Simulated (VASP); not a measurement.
Input of a VASP 6.6.1 run:

File INCAR:

```
PREC = Accurate
ENCUT = 520
EDIFF = 1E-7
ISMEAR = 0
SIGMA = 0.05
LREAL = False
LASPH = True
NELM = 150
ALGO = Normal
ISIF = 2
LWAVE = False
LCHARG = True
ISPIN = 2
MAGMOM = 0 0 3 0 0 0 0 0 0
LORBIT = 11
LMAXMIX = 4
GGA = CA
LELF = True
LVHAR = True
NBANDS = 50
```

File KPOINTS:

```
regular mesh
0
Gamma
  4 4 4
```

POSCAR

```
Rb2MnF6
1.0
    0.0000000000      4.2150002200      4.2150002200
    4.2150002200      0.0000000000      4.2150002200
    4.2150002200      4.2150002200      0.0000000000
Rb Mn F
2 1 6
Direct
    0.2500000000      0.2500000000      0.2500000000
    0.7500000000      0.7500000000      0.7500000000
    0.0000000000      0.0000000000      0.0000000000
    0.7950000000      0.2050000000      0.2050000000
    0.2050000000      0.7950000000      0.2050000000
    0.2050000000      0.7950000000      0.7950000000
    0.7950000000      0.2050000000      0.7950000000
    0.2050000000      0.2050000000      0.7950000000
    0.7950000000      0.7950000000      0.2050000000
```

Potentials or basis: VASP PAW LDA potentials, release 64 (Rb_sv, Mn_pv, F).

The run is started by

```sh
$ cat potpaw_LDA.64/Rb_sv/POTCAR potpaw_LDA.64/Mn_pv/POTCAR potpaw_LDA.64/F/POTCAR > POTCAR
$ mpirun -np 1 vasp_std > vasp.out
```

Q: What does it give for the net moment?

A: 3.00 μB per cell.

Q: Predict the site moments.

A: Rb +0.00; Mn +2.58; F +0.05 μB.

Q: Predict the band gap on the k mesh.

A: 2.09 eV, direct.

Q: What does it give for the largest force?

A: 2.258 eV/Å.

Forces on the atoms (eV/Å):
```
Rb   0.000  0.000  0.000
Rb   0.000  0.000  0.000
Mn   0.000  0.000  0.000
F    2.258  0.000  0.000
F    0.000  2.258  0.000
F   -2.258  0.000  0.000
F    0.000 -2.258  0.000
F    0.000  0.000  2.258
F    0.000  0.000 -2.258
```

Caveat: a cell with one magnetic atom can't hold antiferromagnetic order, which such compounds often take; forces of over 1 eV/Å show positions far from the minimum, so gaps and moduli don't describe the material at rest. A k mesh can miss the band edges.
